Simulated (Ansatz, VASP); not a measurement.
**RbGeH3: VASP beside Ansatz**

Wanted: the spread between two codes on one cell, functional and k mesh. The cell is generated by rule, not measured, and may not be a known phase. The cell is taken from a series of runs on this material, whose earlier steps may have relaxed, scaled, displaced or heated it; both programs get it as it stands.

Main program and level: Ansatz 0.2.0; plane waves, with VASP 6.6.1 beside it; zone-centre phonons at PBEsol.

The structure was built from a prototype and need not be the compound's stable phase.

## Step 1: Starting point

Symmetry: Pm-3m, No. 221, cubic system. Conventional cell: a = 4.053 Å, b = 4.053 Å, c = 4.053 Å, α = 90.00°, β = 90.00°, γ = 90.00°. Rb has 12 H at 2.87 Å nearest. Ge has 6 H at 2.03 Å nearest. H has 2 Ge at 2.03 Å and 4 Rb at 2.87 Å and 8 H at 2.87 Å nearest. Farther neighbours are not listed.

## Step 2: VASP: zone-centre phonons, PBEsol

Second derivatives magnify differences that forces hide, and they need a tight electronic threshold.

Lines of VASP's logs that name or quote its potential files are left out, and so is its time.

INCAR

```
SYSTEM = RbGeH3
PREC = Accurate
ENCUT = 500
EDIFF = 1E-08
NELM = 120
ISMEAR = 1
SIGMA = 0.2
LREAL = .FALSE.
ALGO = Normal
GGA = PS
NBANDS = 19
LORBIT = 11
LWAVE = .FALSE.
LCHARG = .FALSE.
ISIF = 2
IBRION = 8
LASPH = .TRUE.
GGA_COMPAT = .FALSE.
KPAR = 2
```

POSCAR

```
RbGeH3
1.0
    4.0529361360      0.0000000000      0.0000000000
    0.0000000000      4.0529361360      0.0000000000
    0.0000000000      0.0000000000      4.0529361360
Rb Ge H
1 1 3
Direct
    0.0000000000      0.0000000000      0.0000000000
    0.5000000000      0.5000000000      0.5000000000
    0.5000000000      0.5000000000      0.0000000000
    0.5000000000      0.0000000000      0.5000000000
    0.0000000000      0.5000000000      0.5000000000
```

KPOINTS

```
Automatic mesh
0
Gamma
12 12 12
0 0 0
```

PAW data sets: Rb_sv, Ge_d and H (PBE family, release 64).

On the command line:

```
$ mpirun -np 2 vasp_std
```

Numbers of over 12 decimals in the logs are rounded to 6 here.

What it wrote:

```text
[banner, memory and clock lines left out]
running    2 mpi-ranks, on    1 nodes
 distrk:  each k-point on    1 cores,    2 groups
 distr:  one band on    1 cores,    1 groups

 POSCAR found type information on POSCAR RbGeH
 POSCAR found :  3 types and       5 ions
|                                                                             |
|               ----> ADVICE to this user running VASP <----                  |
|                                                                             |
|     You enforced a specific xc type in the INCAR file but a different       |
|     [... a line on the potential file left out ...]
|     I HOPE YOU KNOW WHAT YOU ARE DOING!                                     |
|                                                                             |

 LDA part: xc-table for (Slater+PW92), standard interpolation
 POSCAR, INCAR and KPOINTS ok, starting setup
 FFT: planning ... GRIDC
 FFT: planning ... GRID_SOFT
 FFT: planning ... GRID
 WAVECAR not read
 entering main loop
       N       E                     dE             d eps       ncg     rms          rms(c)
DAV:   1     0.183350560242E+03    0.18335E+03   -0.12835E+04  3664   0.243E+03
DAV:   2     0.599095719986E+01   -0.17736E+03   -0.17000E+03  3417   0.536E+02
DAV:   3    -0.153005991911E+02   -0.21292E+02   -0.21129E+02  3752   0.120E+02
DAV:   4    -0.160915657676E+02   -0.79097E+00   -0.78962E+00  4081   0.233E+01
DAV:   5    -0.161268646174E+02   -0.35299E-01   -0.35288E-01  4635   0.456E+00    0.525E+00
DAV:   6    -0.156363018874E+02    0.49056E+00   -0.45118E-01  4297   0.528E+00    0.319E+00
DAV:   7    -0.154919657330E+02    0.14434E+00   -0.49694E-01  4002   0.376E+00    0.120E+00
DAV:   8    -0.154935136342E+02   -0.15479E-02   -0.66479E-02  4060   0.224E+00    0.150E-01
DAV:   9    -0.154926658835E+02    0.84775E-03   -0.55614E-03  4346   0.885E-01    0.734E-02
DAV:  10    -0.154926803468E+02   -0.14463E-04   -0.57466E-04  4268   0.204E-01    0.182E-02
DAV:  11    -0.154926731377E+02    0.72091E-05   -0.56373E-05  4386   0.787E-02    0.115E-02
DAV:  12    -0.154926704867E+02    0.26510E-05   -0.30084E-05  4233   0.395E-02    0.691E-03
DAV:  13    -0.154926704523E+02    0.34385E-07   -0.46115E-06  3766   0.146E-02    0.813E-04
DAV:  14    -0.154926705196E+02   -0.67356E-07   -0.29339E-07  4399   0.312E-03    0.438E-04
DAV:  15    -0.154926705311E+02   -0.11444E-07   -0.93149E-09  3078   0.658E-04    0.229E-04
DAV:  16    -0.154926705210E+02    0.10097E-07   -0.27133E-09  2145   0.343E-04    0.819E-05
DAV:  17    -0.154926705183E+02    0.26921E-08   -0.14116E-09  1986   0.235E-04
   1 F= -.15492671E+02 E0= -.15492565E+02  d E =-.315960E-03
 Linear response reoptimize wavefunctions to high precision
DAV:   1    -0.154926705181E+02    0.20054E-09   -0.20579E-10  2202   0.110E-04
DAV:   2    -0.154926705181E+02   -0.49113E-10   -0.55359E-11  1929   0.506E-05
 Linear response DOF=           4
 Linear response progress:
  Degree of freedom:   1/  4
       N       E                     dE             d eps       ncg     rms          rms(c)
RMM:   1    -0.229185322525E+00   -0.22919E+00    0.18802E-01 13755   0.214E+00
RMM:   2    -0.231986934739E+00   -0.28016E-02   -0.26434E-02 14961   0.575E-01    0.342E-02
RMM:   3    -0.233652380438E+00   -0.16654E-02   -0.39459E-03 15703   0.186E-01    0.185E-02
RMM:   4    -0.234032382860E+00   -0.38000E-03   -0.61891E-04 17015   0.695E-02    0.166E-02
RMM:   5    -0.234142510845E+00   -0.11013E-03   -0.10114E-04 16634   0.287E-02    0.113E-02
RMM:   6    -0.234200244874E+00   -0.57734E-04   -0.17405E-05 16661   0.153E-02    0.209E-03
RMM:   7    -0.234177217088E+00    0.23028E-04   -0.34365E-06 16691   0.555E-03    0.180E-03
RMM:   8    -0.234176025416E+00    0.11917E-05   -0.31413E-06 17304   0.303E-03    0.519E-04
RMM:   9    -0.234173290202E+00    0.27352E-05   -0.17919E-06 16882   0.156E-03    0.103E-04
RMM:  10    -0.234174156007E+00   -0.86581E-06   -0.10284E-06 17417   0.761E-04    0.387E-05
RMM:  11    -0.234173807568E+00    0.34844E-06   -0.67390E-07 17470   0.418E-04    0.528E-05
RMM:  12    -0.234173900924E+00   -0.93356E-07   -0.17976E-07 17489   0.255E-04    0.460E-05
RMM:  13    -0.234173984548E+00   -0.83624E-07   -0.90595E-08 17052   0.168E-04    0.143E-05
RMM:  14    -0.234173986561E+00   -0.20124E-08   -0.12513E-07 15809   0.113E-04    0.745E-06
RMM:  15    -0.234174014075E+00   -0.27515E-07   -0.34629E-08 14895   0.866E-05    0.414E-06
RMM:  16    -0.234174017980E+00   -0.39046E-08   -0.30992E-08 14820   0.738E-05    0.176E-06
 first order change of Fermi-energy  -0.15318E-03
 force on displaced ion       1 direction 1 :  -2.205   0.000  -0.000
 Linear response progress:
  Degree of freedom:   2/  4
       N       E                     dE             d eps       ncg     rms          rms(c)
RMM:   1    -0.190281426649E+00   -0.19028E+00    0.61833E+00  8572   0.418E+01
RMM:   2    -0.198144168666E+00   -0.78627E-02   -0.97157E-03 13446   0.629E-01    0.101E-01
RMM:   3    -0.197951262567E+00    0.19291E-03   -0.41006E-04 14395   0.153E-01    0.583E-02
RMM:   4    -0.197903951914E+00    0.47311E-04   -0.74384E-05 15156   0.699E-02    0.456E-03
RMM:   5    -0.197919599854E+00   -0.15648E-04   -0.86489E-06 15254   0.198E-02    0.183E-03
RMM:   6    -0.197925143863E+00   -0.55440E-05   -0.23227E-06 16172   0.771E-03    0.522E-04
RMM:   7    -0.197923177003E+00    0.19669E-05   -0.80248E-07 16521   0.364E-03    0.268E-04
RMM:   8    -0.197924498831E+00   -0.13218E-05   -0.53206E-07 16749   0.185E-03    0.262E-04
RMM:   9    -0.197921971955E+00    0.25269E-05   -0.57841E-07 17235   0.109E-03    0.832E-04
RMM:  10    -0.197926355156E+00   -0.43832E-05   -0.34401E-06 15992   0.750E-04    0.118E-04
RMM:  11    -0.197926606107E+00   -0.25095E-06   -0.38047E-06 17572   0.458E-04    0.119E-04
RMM:  12    -0.197926671431E+00   -0.65323E-07   -0.30494E-06 17767   0.301E-04    0.133E-04
RMM:  13    -0.197926511592E+00    0.15984E-06   -0.22128E-06 17205   0.215E-04    0.176E-04
RMM:  14    -0.197927153858E+00   -0.64227E-06   -0.15989E-06 15694   0.181E-04    0.822E-05
RMM:  15    -0.197928212178E+00   -0.10583E-05   -0.10645E-06 17007   0.177E-04    0.785E-05
RMM:  16    -0.197928297154E+00   -0.84976E-07   -0.66393E-07 17163   0.105E-04    0.839E-05
RMM:  17    -0.197928150930E+00    0.14622E-06   -0.50672E-07 16767   0.774E-05    0.529E-05
RMM:  18    -0.197928038692E+00    0.11224E-06   -0.37898E-07 16586   0.646E-05    0.314E-05
RMM:  19    -0.197927963183E+00    0.75509E-07   -0.28444E-07 16574   0.551E-05    0.166E-05
RMM:  20    -0.197927919142E+00    0.44041E-07   -0.21069E-07 15814   0.474E-05    0.750E-06
RMM:  21    -0.197927898954E+00    0.20188E-07   -0.15545E-07 14703   0.415E-05    0.281E-06
RMM:  22    -0.197927892131E+00    0.68228E-08   -0.11518E-07 13071   0.373E-05    0.771E-07
RMM:  23    -0.197927892373E+00   -0.24200E-09   -0.82962E-08 10830   0.344E-05    0.163E-07
 first order change of Fermi-energy   0.33492E-03
 force on displaced ion       2 direction 1 :   2.147   0.000  -0.000
 Linear response progress:
  Degree of freedom:   3/  4
       N       E                     dE             d eps       ncg     rms          rms(c)
RMM:   1    -0.153035762314E-01   -0.15304E-01   -0.99407E-03 24611   0.342E-01
RMM:   2    -0.148090797781E-01    0.49450E-03   -0.38922E-04 24758   0.761E-02    0.538E-02
RMM:   3    -0.150552057430E-01   -0.24613E-03   -0.79114E-05 25821   0.324E-02    0.304E-02
RMM:   4    -0.154746444626E-01   -0.41944E-03   -0.53573E-05 25818   0.271E-02    0.368E-03
RMM:   5    -0.155341103214E-01   -0.59466E-04   -0.76317E-06 27642   0.870E-03    0.937E-04
RMM:   6    -0.155227905268E-01    0.11320E-04   -0.15034E-06 28932   0.277E-03    0.442E-04
RMM:   7    -0.155239690954E-01   -0.11786E-05   -0.31448E-07 28762   0.131E-03    0.108E-04
RMM:   8    -0.155249363708E-01   -0.96728E-06   -0.48353E-08 29265   0.593E-04    0.507E-05
RMM:   9    -0.155247000472E-01    0.23632E-06   -0.45539E-09 30230   0.289E-04    0.123E-05
RMM:  10    -0.155245838336E-01    0.11621E-06    0.10756E-07 30720   0.145E-04    0.119E-05
RMM:  11    -0.155245924357E-01   -0.86021E-08   -0.44752E-08 30227   0.797E-05    0.427E-06
 first order change of Fermi-energy  -0.13430E-03
 force on displaced ion       3 direction 1 :  -2.142   0.000   0.000
 Linear response progress:
  Degree of freedom:   4/  4
       N       E                     dE             d eps       ncg     rms          rms(c)
RMM:   1    -0.174829666899E-01   -0.17483E-01   -0.69913E-03 14402   0.449E-01
RMM:   2    -0.173288224046E-01    0.15414E-03   -0.10680E-03 14009   0.111E-01    0.129E-01
RMM:   3    -0.178052207698E-01   -0.47640E-03   -0.91774E-05 14741   0.418E-02    0.750E-02
RMM:   4    -0.189691314716E-01   -0.11639E-02   -0.89903E-05 14289   0.469E-02    0.418E-03
RMM:   5    -0.190018596001E-01   -0.32728E-04   -0.65330E-06 14774   0.829E-03    0.179E-03
RMM:   6    -0.189997226852E-01    0.21369E-05   -0.14772E-06 15839   0.299E-03    0.419E-04
RMM:   7    -0.190026375465E-01   -0.29149E-05   -0.39247E-07 16080   0.103E-03    0.786E-05
RMM:   8    -0.190028908261E-01   -0.25328E-06   -0.18242E-07 16013   0.459E-04    0.392E-05
RMM:   9    -0.190029359517E-01   -0.45126E-07   -0.75592E-09 16917   0.211E-04    0.108E-05
RMM:  10    -0.190029170765E-01    0.18875E-07    0.14846E-08 17621   0.100E-04    0.610E-06
RMM:  11    -0.190029183140E-01   -0.12375E-08    0.42807E-08 16327   0.547E-05    0.214E-06
 first order change of Fermi-energy  -0.50084E-03
 force on displaced ion       3 direction 3 :  -0.000  -0.000   8.961
 Linear response finished
```

(Part 1 of 2 ends here.)

[Lines on the potential files, build, host, timing and source positions are cut from VASP's logs without a mark.]

[Logs are printed without paths, hosts, clocks, repeated set-up lines and the standing remarks that a program may print on its own settings, such as how far it seeks lower states.]

[Hosts, paths, dates, database ids (printed as entryN), source tags and the programs' standing remarks are cut or masked in the printed files.]
